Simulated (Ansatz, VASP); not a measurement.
# Te2Mo in two plane-wave programs

Aim: how closely do two programs agree when they are given the same cell, functional and k mesh? The cell is taken from a series of runs on this material, whose earlier steps may have relaxed, scaled, displaced or heated it; both programs get it as it stands.

Main program and level: Ansatz 0.2.0; plane waves, with VASP 6.6.1 beside it; PBE0 form with 50 % exact exchange with an exact-exchange share of 0.5.

### 1. Set-up

It takes space group P6_3/mmc (No. 194, hexagonal). Conventional cell: a = 3.518 Å, b = 3.518 Å, c = 13.974 Å, α = 90.00°, β = 90.00°, γ = 120.00°. Nearest to Te lie 3 Mo at 2.72 Å. Nearest to Mo lie 6 Te at 2.72 Å. Farther neighbours and most contacts between anions are not listed.

### 2. Ansatz: G0W0 gap, PBE0 form with 50 % exact exchange with an exact-exchange share of 0.5

Ansatz runs on its PAW soft_1 files.

Quasiparticle shifts depend on high empty states and on the cores, so they are the hardest test of two PAW sets.

input.yaml

```yaml
crystal:
  lattice:
    - [3.5182, 0.0, 0.0]
    - [-1.7591, 3.0468505756, 0.0]
    - [0.0, 0.0, 13.9736]
  atoms:
    - { symbol: Te, position: [0.3333333333, 0.6666666667, 0.621] }
    - { symbol: Te, position: [0.6666666667, 0.3333333333, 0.121] }
    - { symbol: Te, position: [0.3333333333, 0.6666666667, 0.879] }
    - { symbol: Te, position: [0.6666666667, 0.3333333333, 0.379] }
    - { symbol: Mo, position: [0.3333333333, 0.6666666667, 0.25] }
    - { symbol: Mo, position: [0.6666666667, 0.3333333333, 0.75] }
kpoints:
  mp_grid: { grid: [6, 6, 2] }
hamiltonian:
  xc: { exchange: pbe, correlation: pbe, exx: { coeff: 0.5 } }
  pseudopotentials: { kind: paw, azcp: { folder: soft_1 } }
scf:
  occupations: { method: fixed }
gw:
  n_empty_bands: 624
  ecut_chi: 150.0
  qp_bands: [v2, c2]
  qp_kpoints: band_edges
  screening: { model: contour_deformation }
```

Run with:

```
> ansatz run input.yaml --threads 3 --pin off --max-ram 92160MiB --backend cuda --events-out ev --progress --plain --runs-dir out --devices 1 --max-vram 13GiB
```

Numbers of over 12 decimals in the logs are rounded to 6 here.

Log:

```text
GPUs: using 1 of 1 available (devices: 1).
Engine: ansatz 0.2.0, x86_64-unknown-linux-gnu
Pseudopotentials: kind: paw
Pseudopotential: Te, paw, valence charge 16, recommended cutoff 420 eV (normal), soft_1/Te.paw.azcp
Pseudopotential: Mo, paw, valence charge 14, recommended cutoff 420 eV (normal), soft_1/Mo.paw.azcp
Functional definition: unnamed
  parameter a_1 = 0.5
  exchange = (1 - a_1)*pbe_x + a_1*exact_x
  correlation = pbe_c
davidson cushion auto → on  (no smearing: the cushion is to keep the highest requested band from converging to the state above it; pin scf.eigensolver.cushion to override)
device memory: the entry about to start is reckoned to put 2.7 GiB on a device that reports 49.2 GiB free (of which the cap on the GPU budget leaves the run 13.0 GiB)
GPU FFT provider: cuFFT
GPU libraries: cuBLAS 13.8.2, cuFFT 12.4.0, cuSOLVER 12.3.4
Crystal: 6 atoms, lattice volume = 149.789 Å³
Basis set: ecut = 420 eV, 2909 PW (Γ)
Bands: 56, of which v1, the nominal top of the filled ones, is band 46 counted from 1 (45 counted from 0)
Symmetry: 24 space group operations
Space group: P63/mmc (ITA 194), of the structure as read, at distance tolerance 5.3e-5 Å
k-points: 14 of 72
Non-local potential: Te, projectors of the file, l = 0: 2, l = 1: 2, l = 2: 2, l = 3: 1
Non-local potential: Mo, projectors of the file, l = 0: 3, l = 1: 2, l = 2: 2, l = 3: 1
PAW form: soft (Blöchl's): semilocal exchange-correlation on the pseudo side does not see the compensation charge
PAW frozen core: Te, regenerated for the run's functional, and the local potential with it (the file was generated under x = pbe(κ = 0.804, μ = 0.219515), c = pbe(β = 0.066725))
PAW frozen core: Mo, regenerated for the run's functional, and the local potential with it (the file was generated under x = pbe(κ = 0.804, μ = 0.219515), c = pbe(β = 0.066725))
PAW one-centre angular grid: Te, 590 points (default); XC on 64 Gauss nodes
PAW one-centre angular grid: Mo, 590 points (default); XC on 64 Gauss nodes
Initial density: superposition of atomic densities (chi_scale 0.1, normalization cell, long waves kept (reshape's long-wave potential 0.01 eV rms))
Initial wavefunctions: pseudopotential atomic-orbital guess
GPU buffer pool allocated for 55296 grid points (all kernels)
GPU transforms: local potential and band sums: pruned to the plane-wave sphere, on 24×24×96
Functional: x = pbe(κ = 0.804, μ = 0.219515), c = pbe(β = 0.066725), warm-up for x = 0.5 pbe(κ = 0.804, μ = 0.219515) + 0.5 exact, c = pbe(β = 0.066725)
SCF iter   1: F=—  HF=-37835.201703 eV  |F-HF|=—  |Δ(HF+E_count)|=         —  Δρ=5.53e-2  dr2=6.64e0  ethr=1.00e-1  ⟨swp⟩=5.3  Hψ=2210  notcnv=0
preconditioner: auto → none  [insulator: Δε(μ)=0.747 eV  Ē_g=7.861 eV  n_scr=52 (ndim 8)  ℏωp=18.2 eV  f_vac=0.007]
SCF iter   2: F=—  HF=-37837.235296 eV  |F-HF|=—  |Δ(HF+E_count)|=    2.03e0  Δρ=8.02e-2  dr2=3.20e1  ethr=7.22e-3  ⟨swp⟩=3.7  Hψ=2200  notcnv=0
SCF iter   3: F=—  HF=-37834.673622 eV  |F-HF|=—  |Δ(HF+E_count)|=    2.56e0  Δρ=3.51e-2  dr2=7.07e0  ethr=7.22e-3  ⟨swp⟩=4.1  Hψ=2048  notcnv=0
iter 4 solved again at ethr=6.14e-4 eV; its pass at ethr=7.22e-3 eV (dr2=5.65e-1 eV) is discarded
SCF iter   4: F=—  HF=-37833.914390 eV  |F-HF|=—  |Δ(HF+E_count)|=   7.59e-1  Δρ=1.33e-2  dr2=5.58e-1  ethr=6.14e-4  ⟨swp⟩=3.1  Hψ=3525  notcnv=0
SCF iter   5: F=—  HF=-37833.853555 eV  |F-HF|=—  |Δ(HF+E_count)|=   6.08e-2  Δρ=1.69e-3  dr2=3.43e-3  ethr=6.07e-4  ⟨swp⟩=3.0  Hψ=1840  notcnv=0
SCF iter   6: F=—  HF=-37833.853460 eV  |F-HF|=—  |Δ(HF+E_count)|=   9.51e-5  Δρ=4.20e-4  dr2=1.55e-4  ethr=3.73e-6  ⟨swp⟩=4.4  Hψ=2316  notcnv=0
SCF iter   7: F=—  HF=-37833.853489 eV  |F-HF|=—  |Δ(HF+E_count)|=   2.89e-5  Δρ=1.97e-4  dr2=9.97e-5  ethr=1.68e-7  ⟨swp⟩=3.1  Hψ=2021  notcnv=0
SCF iter   8: F=-37833.853476 eV  HF=-37833.853477 eV  |F-HF|=7.47e-7  |Δ(HF+E_count)|=   1.18e-5  Δρ=2.57e-5  dr2=8.56e-7  ethr=1.08e-7  ⟨swp⟩=3.0  Hψ=1846  notcnv=0
SCF 1 stopped early in 8 iterations: F = -37833.853476 eV  dr2 = 8.56e-7
  greatest PAW one-centre occupation: 0.999 electrons in one spin orbital (limit 2), on the Mo atom at site 5 (counted from 0), in its partial waves of l = 0
device memory: the entry about to start is reckoned to put 3.3 GiB (of the 3.4 GiB reckoned in all, the device holds 0.1 GiB already) on a device that reports 50.9 GiB free (of which the cap on the GPU budget leaves the run 13.0 GiB)
GPU FFT provider: cuFFT
GPU libraries: cuBLAS 13.8.2, cuFFT 12.4.0, cuSOLVER 12.3.4
Initial density: handed on by an earlier stage of this run
Initial wavefunctions: those handed on with the density
GPU buffer pool allocated for 55296 grid points (all kernels)
GPU transforms: local potential and band sums: pruned to the plane-wave sphere, on 24×24×96
Functional: x = 0.5 pbe(κ = 0.804, μ = 0.219515) + 0.5 exact, c = pbe(β = 0.066725)
[...]
Exchange-term sweep: 10 of 14 (spin, k) points
Exchange-term sweep: 11 of 14 (spin, k) points
Exchange-term sweep: 12 of 14 (spin, k) points
Exchange-term sweep: 13 of 14 (spin, k) points
Exchange-term sweep: 14 of 14 (spin, k) points
G₀W₀ screening: q 1/14
[... further progress lines ...]
hybrid SCF converged: 3 outer / 18 inner (+8 warm-up), last move |dexx| = 3.96e-7 eV, tail = 2.91e-8 eV
Stability not checked: this state was not tested for a lower state beside it, because the functional holds exact exchange (a hybrid, or Hartree-Fock), whose exchange loop this test does not read (fock_operator; see scf.lower_state_search)
Free energy (F): -37869.228741 eV
Frozen-core exchange: fock
Harris-Foulkes:  -37869.228741 eV  (|F-HF|=4.21e-9)
Internal energy: -37869.228741 eV  (E = F + TS)
E sigma→0 (E₀):  -37869.228741 eV
Fermi energy:    11.160442 eV
--- Per-component energies (eV) ---
  E_band       = -1612.870244
  E_kinetic    = 1528.205554
  E_local      = -8788.832732  (includes V_loc(G=0)·N_el)
  E_nonlocal   = 545.602672
  E_hartree    = 4153.518661
  E_xc         = -458.649944
  E_vxc        = -463.017404  (∫ρ·V_xc dr)
  E_exx        = -605.326492  (= α·E_x^exact, valence–valence)
  E_paw        = -24924.110393  (= ΣΔE_a)
  E_vpaw       = -1531.214782  (= ΣTr[D̂ρ^β])
  E_aug_tail   = 0.000469  (compensation charges beyond the density's cutoff)
  E_ewald      = -9316.621616
  E_core_change = -3.014920  (= ΣΔE_core)
  E_smearing   = -0.000000  (= −TS)
  E_closure    = 0.000000  (closes the sum)
  Σ components = -37869.228741   (vs F -37869.228741, Δ=7.28e-12)
--- Band table (eV; the first three rows and the last of 14) ---
  k-point 0: bands = [... 42 lower, 9.8513, 9.8513, 10.5379, 11.1563, 16.6584, 16.6584, 16.8243, 16.8243]
  k-point 1: bands = [... 42 lower, 9.8266, 9.8266, 10.9968, 10.9968, 16.7041, 16.7041, 16.7041, 16.7041]
  k-point 2: bands = [... 42 lower, 9.5263, 9.8439, 10.5780, 10.6308, 15.4269, 15.7499, 15.7529, 16.0228]
  k-point 13: bands = [... 42 lower, 8.4654, 8.4654, 10.9845, 10.9845, 14.3580, 14.3580, 15.1582, 15.1582]
  guard bands above this table: 6 of the run's 56 bands. The solve was not asked for them (output.publish_guard_bands: true or output.eigenvalues: true publishes all)
--- G₀W₀: contour deformation, 6 samples at zero and on the imaginary axis and 2 off it, 72 q-points, 624 empty bands' worth ---
  eigenvalues of the whole cell's RPA ε∞ on this k-mesh (on a slab, of 1 + 4πα/V) = 5.6024, 9.2135, 9.2135; static W/v taken at q = 0 is 0.115133
  bands read: the sum over 670 bands ends inside a degenerate multiplet in 1 slot, whose members it reads at an even weight; the widest, k=1: bands 669 to 672 (counted from 1) at 2/4 each
  gw.qp_kpoints: band_edges: 12 of 14 stored k-points solved, in 1 pass; an edge of the gap read off the rows below is read off those points alone
    valence top: of the k-points left out ik 7 came nearest to being solved in a further pass, in band 45 (counted from 1, as in the quasiparticle table): it holds the edge there only if its correction is more favourable than any solved in that band by at least 0.459 eV; those differ by 0.256 eV
    conduction bottom: of the k-points left out ik 7 came nearest to being solved in a further pass, in band 47 (counted from 1, as in the quasiparticle table): it holds the edge there only if its correction is more favourable than any solved in that band by at least 0.441 eV; those differ by 0.215 eV
    ik  band        ε_KS         Σx   Σc(E_QP)       V_xc       Z   E_QP_lin       E_QP  E_QP is
     0    45     10.5379   -16.3801     0.8941   -16.2328  0.8315    11.2814    11.2848  root
     0    46     11.1563   -18.6499     0.2448   -19.1882  0.8055    11.9364    11.9394  root
     0    47     16.6584   -12.2706    -3.8184   -15.2236  0.8141    15.7993    15.7931  root
     0    48     16.6584   -12.2706    -3.8184   -15.2236  0.8141    15.7993    15.7931  root
     1    45     10.9968   -18.1169     0.4079   -18.4973  0.8107    11.7817    11.7850  root
     1    46     10.9968   -18.1169     0.4079   -18.4973  0.8107    11.7817    11.7850  root
     1    47     16.7041   -12.2307    -3.8300   -15.1848  0.8133    15.8347    15.8282  root
     1    48     16.7041   -12.2307    -3.8300   -15.1848  0.8133    15.8347    15.8282  root
     2    45     10.5780   -18.4314     0.4682   -18.8240  0.8041    11.4345    11.4389  root
     2    46     10.6308   -16.4631     0.8500   -16.3431  0.8322    11.3578    11.3609  root
     2    47     15.4269   -12.4903    -3.7750   -15.4280  0.8099    14.5951    14.5896  root
     2    48     15.7499   -12.9328    -3.8517   -15.9913  0.8151    14.9613    14.9568  root
     3    45     10.5938   -17.8601     0.5793   -18.1034  0.8121    11.4125    11.4165  root
     3    46     10.5938   -17.8601     0.5793   -18.1034  0.8121    11.4125    11.4165  root
     3    47     15.6015   -12.7007    -3.8084   -15.6760  0.8094    14.7740    14.7685  root
     3    48     15.6015   -12.7007    -3.8084   -15.6760  0.8094    14.7740    14.7685  root
     4    45      9.8980   -17.7183     0.8945   -17.7439  0.8114    10.8123    10.8182  root
     4    46     10.0865   -17.9870     0.8110   -18.0877  0.8109    10.9926    10.9982  root
     4    47     14.6180   -13.2653    -3.7501   -16.2620  0.8023    13.8686    13.8646  root
     4    48     14.9889   -13.9376    -3.7252   -16.9202  0.7994    14.2505    14.2464  root
     6    45     10.3078   -16.7046     0.8016   -16.6989  0.8243    11.0999    11.1037  root
     6    46     10.6462   -17.0655     0.6999   -17.1440  0.8249    11.4212    11.4246  root
     6    47     14.7816   -15.3912    -3.9190   -18.5907  0.7868    14.0662    14.0621  root
     6    48     14.8731   -15.2367    -3.9561   -18.4474  0.7870    14.1322    14.1277  root
[...]
12    45     10.8492   -17.5460     0.1702   -18.1741  0.8014    11.6443    11.6476  root
    12    46     11.1604   -18.2135     0.0623   -18.9121  0.8009    11.9186    11.9213  root
    12    47     14.3501   -14.8342    -3.6875   -17.8611  0.7937    13.6924    13.6895  root
    12    48     14.3501   -14.8342    -3.6875   -17.8611  0.7937    13.6924    13.6895  root
    13    45     10.9845   -17.8038     0.1162   -18.4670  0.8014    11.7609    11.7639  root
    13    46     10.9845   -17.8038     0.1162   -18.4670  0.8014    11.7609    11.7639  root
    13    47     14.3580   -14.8314    -3.6901   -17.8591  0.7938    13.6986    13.6957  root
    13    48     14.3580   -14.8314    -3.6901   -17.8591  0.7938    13.6986    13.6957  root
```

(Continued in part 2 of 2.)

[Lines on the potential files, build, host, timing and source positions are cut from VASP's logs without a mark.]

[Logs are printed without paths, hosts, clocks, repeated set-up lines and the standing remarks that a program may print on its own settings, such as how far it seeks lower states.]

[Hosts, paths, dates, database ids (printed as entryN), source tags and the programs' standing remarks are cut or masked in the printed files.]
